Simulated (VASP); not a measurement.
A VASP calculation is set up with these files.

### INCAR
```
ALGO  =  Normal
EDIFF  =  1E-6
EDIFFG  =  -0.02
ENCUT  =  500
GGA  =  PS
IBRION  =  2
ISIF  =  3
ISMEAR  =  1
LASPH  =  .TRUE.
LCHARG  =  .FALSE.
LMAXMIX  =  4
LREAL  =  .FALSE.
LWAVE  =  .FALSE.
NELM  =  100
NSW  =  40
PREC  =  Accurate
PSTRESS  =  200
SIGMA  =  0.1
SYSTEM  =  Cu
```

### POSCAR
```
Cu
1.0
  0.0000000000   1.7529238250   1.7529238250
  1.7529238250   0.0000000000   1.7529238250
  1.7529238250   1.7529238250   0.0000000000
Cu
1
Direct
  0.0000000000   0.0000000000   0.0000000000
```

**KPOINTS**
```
K-points
0
gamma
18 18 18
```

POTCAR, in this order: Cu (PBE.64 set). Program: vasp_std.

Task: Translate this PBEsol calculation to Quantum ESPRESSO's pw.x.

Result: One equivalent input (not run):
```
&CONTROL
  calculation = 'vc-relax'
  pseudo_dir = './pseudo'
  outdir = './out'
  tprnfor = .true.
  tstress = .true.
  nstep = 40
  forc_conv_thr = 0.00078
/
&SYSTEM
  ibrav = 0
  nat = 1
  ntyp = 1
  ecutwfc = 92
  occupations = 'smearing'
  smearing = 'methfessel-paxton'
  degauss = 0.00735
  input_dft = 'pbesol'
/
&ELECTRONS
  conv_thr = 7.3e-08
  electron_maxstep = 100
/
&IONS
/
&CELL
  press = 200
/
ATOMIC_SPECIES
  Cu 63.546 Cu.upf
CELL_PARAMETERS angstrom
     0.0000000    1.7529238    1.7529238
     1.7529238    0.0000000    1.7529238
     1.7529238    1.7529238    0.0000000
ATOMIC_POSITIONS crystal
  Cu   0.0000000  0.0000000  0.0000000
K_POINTS automatic
  18 18 18 0 0 0
```
What does not carry over: the potentials are each code's own (VASP's PAW set, PseudoDojo norm-conserving files in pw.x), so ENCUT and ecutwfc are chosen apart and not converted; conv_thr bounds pw.x's estimated SCF error, while EDIFF bounds the energy change between steps; forc_conv_thr acts on force components and is met together with etot_conv_thr.

The compound is Cu in the fcc structure. This run relaxes it under an external pressure of 20 GPa. Symmetry was kept, so distortions that lower it aren't found.
